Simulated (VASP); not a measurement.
Data:

```
CELL_PARAMETERS angstrom
      2.09800    -5.24701     0.00000
      2.09800     5.24701     0.00000
      0.00000     0.00000     3.89018
ATOMIC_POSITIONS crystal
  Y  0.13839 0.86161 0.25000
  Y  0.86161 0.13839 0.75000
  Ge 0.41539 0.58461 0.25000
  Ge 0.58461 0.41539 0.75000
```

Computed with LDA (Ceperley-Alder, Perdew-Zunger) with spin-orbit coupling, VASP's LDA PAW potentials (set 64) (plane waves; VASP 6.6.1). Run with 400 eV cut-off, 7×7×7 Γ-centred mesh, Gaussian smearing of 0.050 eV, potentials Y_sv Ge_d.

Problem. Give the energies of bands 43 to 56 at the high-symmetry points, in eV from the Fermi level.

Solution. 
| band | Γ | Y | C0 | Z | A0 | T | S | R |
|---|---|---|---|---|---|---|---|---|
| 43 | -1.94 | -1.60 | -2.44 | -3.15 | -3.38 | -4.24 | -3.06 | -3.08 |
| 44 | -1.94 | -1.60 | -2.44 | -3.15 | -3.38 | -4.24 | -3.06 | -3.08 |
| 45 | -1.24 | -1.54 | -2.29 | -2.06 | -1.96 | -1.59 | -2.28 | -2.11 |
| 46 | -1.24 | -1.54 | -2.29 | -2.06 | -1.96 | -1.59 | -2.28 | -2.11 |
| 47 | -1.04 | -0.90 | -2.00 | -2.06 | -1.96 | -1.59 | -1.98 | -2.11 |
| 48 | -1.04 | -0.90 | -2.00 | -2.06 | -1.96 | -1.59 | -1.98 | -2.11 |
| 49 | 0.38 | -0.78 | 0.33 | -1.04 | -0.25 | -0.13 | 0.11 | -0.52 |
| 50 | 0.38 | -0.78 | 0.33 | -1.04 | -0.25 | -0.13 | 0.11 | -0.52 |
| 51 | 0.65 | 1.43 | 0.98 | -1.04 | -0.24 | -0.13 | 1.21 | -0.52 |
| 52 | 0.65 | 1.43 | 0.98 | -1.04 | -0.24 | -0.13 | 1.21 | -0.52 |
| 53 | 1.43 | 1.99 | 0.99 | 3.03 | 2.29 | 1.96 | 1.58 | 3.36 |
| 54 | 1.43 | 1.99 | 0.99 | 3.03 | 2.29 | 1.96 | 1.58 | 3.36 |
| 55 | 2.63 | 2.09 | 2.07 | 3.03 | 2.33 | 1.96 | 2.23 | 3.36 |
| 56 | 2.63 | 2.09 | 2.07 | 3.03 | 2.33 | 1.96 | 2.23 | 3.36 |

It has no gap at this level: it comes out as a metal or semimetal.

The structure comes from a computed database's YGe entry (Cmcm); how it stands against other phases isn't given here. It was relaxed first, which changed the volume by -6 %.
